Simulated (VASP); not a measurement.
Calculation: SCAN meta-GGA, VASP's PBE PAW potentials (set 64) (plane waves; VASP).

The input files of a VASP run:

### KPOINTS
```
Automatic mesh
0
Gamma
15 15 8
0 0 0
```

POSCAR:
```
Re
1
    1.3531620274    -2.3437452722     0.0000000000
    1.3531620274     2.3437452722     0.0000000000
    0.0000000000     0.0000000000     4.3859231829
Re
2
Direct
  0.3333330000   0.6666670000   0.2500000000
  0.6666670000   0.3333330000   0.7500000000
```

INCAR:
```
ALGO = Normal
EDIFF = 1E-7
EDIFFG = -0.01
ENCUT = 520
IBRION = 2
ISIF = 4
ISMEAR = 1
LASPH = .TRUE.
LCHARG = .FALSE.
LMAXMIX = 6
LMIXTAU = .TRUE.
LREAL = .FALSE.
LWAVE = .FALSE.
METAGGA = SCAN
NELM = 100
NSW = 30
PREC = Accurate
SIGMA = 0.1
SYSTEM = Re
```

POTCAR, in this order: Re (PBE.64 set). Program: vasp_std.

The resulting files:

OSZICAR:
```
       N       E                     dE             d eps       ncg     rms          rms(c)
DAV:   1    -0.808905908498E+02   -0.80891E+02   -0.71931E+03  5174   0.162E+03
DAV:   2    -0.134915698950E+03   -0.54025E+02   -0.46098E+02  4706   0.349E+02
DAV:   3    -0.141861893756E+03   -0.69462E+01   -0.55553E+01  4893   0.287E+02
DAV:   4    -0.142275932277E+03   -0.41404E+00   -0.36748E+00  5430   0.346E+01
DAV:   5    -0.142289794972E+03   -0.13863E-01   -0.13428E-01  5140   0.352E+00    0.994E+01
DAV:   6    -0.142565319179E+03   -0.27552E+00   -0.39603E+00  4882   0.801E+01    0.268E+01
DAV:   7    -0.142011795009E+03    0.55352E+00   -0.47379E-01  4800   0.138E+01    0.174E+01
DAV:   8    -0.142288532692E+03   -0.27674E+00   -0.73706E-01  5050   0.334E+01    0.634E+00
DAV:   9    -0.142181257525E+03    0.10728E+00   -0.19165E-01  4816   0.755E+00    0.275E+00
DAV:  10    -0.142183996883E+03   -0.27394E-02   -0.15907E-02  4742   0.210E+00    0.263E+00
DAV:  11    -0.142188462392E+03   -0.44655E-02   -0.90156E-02  4797   0.459E+00    0.280E-01
DAV:  12    -0.142182005043E+03    0.64573E-02   -0.53898E-03  4701   0.116E+00    0.478E-01
DAV:  13    -0.142180402753E+03    0.16023E-02   -0.71900E-03  4990   0.166E+00    0.328E-01
DAV:  14    -0.142180483753E+03   -0.81001E-04   -0.15341E-03  4671   0.668E-01    0.499E-01
DAV:  15    -0.142180154031E+03    0.32972E-03   -0.47872E-04  4703   0.300E-01    0.335E-01
DAV:  16    -0.142179418217E+03    0.73581E-03   -0.17581E-03  4773   0.629E-01    0.242E-02
DAV:  17    -0.142179431674E+03   -0.13457E-04   -0.26242E-05  5181   0.950E-02    0.252E-02
DAV:  18    -0.142179437077E+03   -0.54028E-05   -0.58546E-05  4910   0.121E-01    0.346E-02
DAV:  19    -0.142179420117E+03    0.16960E-04   -0.55313E-05  4734   0.107E-01    0.814E-03
DAV:  20    -0.142179423049E+03   -0.29316E-05   -0.14220E-05  4797   0.789E-02    0.674E-03
DAV:  21    -0.142179423967E+03   -0.91883E-06   -0.10128E-05  4641   0.473E-02    0.850E-03
DAV:  22    -0.142179432215E+03   -0.82478E-05   -0.81363E-07  4365   0.143E-02    0.354E-03
DAV:  23    -0.142179426941E+03    0.52744E-05   -0.30904E-08  2070   0.841E-03    0.553E-03
DAV:  24    -0.142179427871E+03   -0.93012E-06   -0.59605E-08  2013   0.561E-03    0.456E-03
DAV:  25    -0.142179430810E+03   -0.29394E-05   -0.32130E-08  2004   0.105E-02    0.129E-03
DAV:  26    -0.142179431671E+03   -0.86046E-06   -0.24883E-08  1974   0.610E-03    0.979E-04
DAV:  27    -0.142179431688E+03   -0.17304E-07   -0.16286E-08  1923   0.797E-03
   1 F= -.14217943E+03 E0= -.14217960E+03  d E =-.142179E+03
       N       E                     dE             d eps       ncg     rms          rms(c)
DAV:   1    -0.142179485102E+03   -0.53431E-04   -0.93430E-03  4514   0.376E+00    0.585E-02
DAV:   2    -0.142179505773E+03   -0.20671E-04   -0.13533E-04  5683   0.215E-01    0.514E-02
DAV:   3    -0.142179402778E+03    0.10299E-03   -0.53713E-04  4481   0.299E-01    0.163E-02
DAV:   4    -0.142179470994E+03   -0.68216E-04   -0.33014E-04  4474   0.236E-01    0.226E-02
DAV:   5    -0.142179431185E+03    0.39810E-04   -0.44941E-05  4535   0.909E-02    0.101E-02
DAV:   6    -0.142179417415E+03    0.13769E-04   -0.83982E-06  4646   0.485E-02    0.444E-03
DAV:   7    -0.142179437216E+03   -0.19801E-04   -0.53330E-05  4248   0.107E-01    0.312E-03
DAV:   8    -0.142179419525E+03    0.17692E-04   -0.20914E-05  4382   0.680E-02    0.995E-04
DAV:   9    -0.142179419990E+03   -0.46576E-06   -0.44507E-07  3570   0.113E-02    0.472E-04
DAV:  10    -0.142179420190E+03   -0.19988E-06   -0.58208E-08  1773   0.734E-03    0.105E-03
DAV:  11    -0.142179420313E+03   -0.12246E-06   -0.20188E-08  1710   0.815E-03    0.131E-04
DAV:  12    -0.142179419994E+03    0.31853E-06   -0.10643E-08  1692   0.370E-03    0.495E-04
DAV:  13    -0.142179420003E+03   -0.92518E-08   -0.56078E-09  1692   0.355E-03
   2 F= -.14217942E+03 E0= -.14217959E+03  d E =0.116848E-04
       N       E                     dE             d eps       ncg     rms          rms(c)
DAV:   1    -0.142179467342E+03   -0.47348E-04   -0.30913E-03  4499   0.216E+00    0.336E-02
DAV:   2    -0.142179435526E+03    0.31816E-04   -0.44257E-05  5693   0.123E-01    0.295E-02
DAV:   3    -0.142179489443E+03   -0.53916E-04   -0.17601E-04  4438   0.171E-01    0.953E-03
DAV:   4    -0.142179434337E+03    0.55105E-04   -0.11182E-04  4456   0.137E-01    0.133E-02
DAV:   5    -0.142179440719E+03   -0.63820E-05   -0.15327E-05  4503   0.531E-02    0.577E-03
DAV:   6    -0.142179451464E+03   -0.10745E-04   -0.31377E-06  4608   0.295E-02    0.238E-03
DAV:   7    -0.142179446572E+03    0.48917E-05   -0.15484E-05  4245   0.575E-02    0.181E-03
DAV:   8    -0.142179448160E+03   -0.15877E-05   -0.61676E-06  4377   0.368E-02    0.532E-04
DAV:   9    -0.142179447509E+03    0.65060E-06   -0.11618E-07  1662   0.719E-03    0.867E-04
DAV:  10    -0.142179447753E+03   -0.24415E-06   -0.31435E-08  1617   0.129E-02    0.309E-04
DAV:  11    -0.142179447300E+03    0.45289E-06   -0.15963E-08  1599   0.282E-03    0.545E-04
DAV:  12    -0.142179447281E+03    0.19535E-07   -0.57294E-09  1602   0.517E-03
   3 F= -.14217945E+03 E0= -.14217961E+03  d E =-.155928E-04
```

### OUTCAR
```
------------------------ aborting loop because EDIFF is reached ----------------------------------------
  FORCE on cell =-STRESS in cart. coord.  units (eV):
  Direction    XX          YY          ZZ          XY          YZ          ZX
  --------------------------------------------------------------------------------------
  Total        2.3377747      2.3377745      2.3390627      0.0000000      0.0000000      0.0000000
  in kB      134.6362527    134.6362394    134.7104285      0.0000000      0.0000000      0.0000000
  external PRESSURE =     134.6609735 kB  Pullay stress =       0.0000000 kB
  volume of cell :       27.82
      direct lattice vectors                 reciprocal lattice vectors
     1.352854147 -2.343212002 -0.000000000     0.369588992 -0.213382314 -0.000000000
     1.352854147  2.343212002 -0.000000000     0.369588992  0.213382314 -0.000000000
     0.000000000 -0.000000000  4.387919706     0.000000000  0.000000000  0.227898427
 POSITION                                       TOTAL-FORCE (eV/Angst)
 -----------------------------------------------------------------------------------
      1.35285      0.78107      1.09698         0.000000     -0.000000      0.000000
      1.35285     -0.78107      3.29094        -0.000000      0.000000      0.000000
 -----------------------------------------------------------------------------------
    total drift:                               -0.000000      0.000009     -0.000016
  FREE ENERGIE OF THE ION-ELECTRON SYSTEM (eV)
  ---------------------------------------------------
  free  energy   TOTEN  =      -142.1794472809 eV

  energy  without entropy=     -142.1799492368  energy(sigma->0) =     -142.17961460

 reached required accuracy - stopping structural energy minimisation
```
(Selected blocks of OUTCAR.)

### CONTCAR
```
Re
   1.00000000000000
     1.3528541465112276   -2.3432120016547855   -0.0000000000000000
     1.3528541465112276    2.3432120016547855   -0.0000000000000000
     0.0000000000000000   -0.0000000000000000    4.3879197058928510
  Re
     2
Direct
     0.3333330000000032    0.6666669999999968    0.2500000000000000
     0.6666669999999968    0.3333330000000032    0.7500000000000000
```

**OUTCAR**
```
 val. band max:        8.1409667964   @ k =   0.3333   0.3333   0.0000

 cond. band min:       8.1536857997   @ k =   0.2000   0.1333   0.5000


 Fermi energy:         8.1510469674

 k-point     1 :       0.0000    0.0000    0.0000
  band No.  band energies     occupation
      1      -3.0647      2.00000
      2       0.5497      2.00000
      3       6.2411      2.00000
      4       6.3566      2.00000
      5       6.3566      2.00000
      6       7.2926      2.00000
      7       7.2926      2.00000
      8       8.4686     -0.00007
      9       8.4686     -0.00007
     10       8.7481     -0.00000
     11      12.1462      0.00000

 k-point     2 :       0.0667   -0.0000    0.0000
  band No.  band energies     occupation
      1      -2.8568      2.00000
      2       0.7490      2.00000
      3       5.8082      2.00000
      4       6.5491      2.00000
      5       6.7186      2.00000
      6       7.1420      2.00000
      7       7.4752      2.00000
      8       7.9212      2.00543
      9       8.3052     -0.05153
     10       8.4415     -0.00032
     11      12.2579      0.00000

 k-point     3 :       0.1333   -0.0000    0.0000
  band No.  band energies     occupation
      1      -2.2603      2.00000
      2       1.2897      2.00000
      3       5.2305      2.00000
      4       6.5877      2.00000
      5       6.6851      2.00000
      6       7.1176      2.00000
      7       7.2885      2.00000
      8       7.8972      2.00194
      9       8.0125      2.06460
     10       8.1409      1.17143
     11      12.5167      0.00000

 k-point     4 :       0.2000   -0.0000    0.0000
  band No.  band energies     occupation
      1      -1.3619      2.00000
      2       1.9361      2.00000
      3       4.7710      2.00000
      4       5.2572      2.00000
      5       6.2431      2.00000
      6       7.3916      2.00000
      7       7.7547      2.00000
      8       8.0192      2.06853
      9       8.0320      2.07054
...
```

Unless said otherwise, spin-orbit coupling is left out, though it shifts the bands of the heavy elements here.

The compound is Re in the hcp structure. This cell is one point of a volume scan, at 0.97 of the reference volume. Symmetry was kept, so distortions that lower it aren't found.
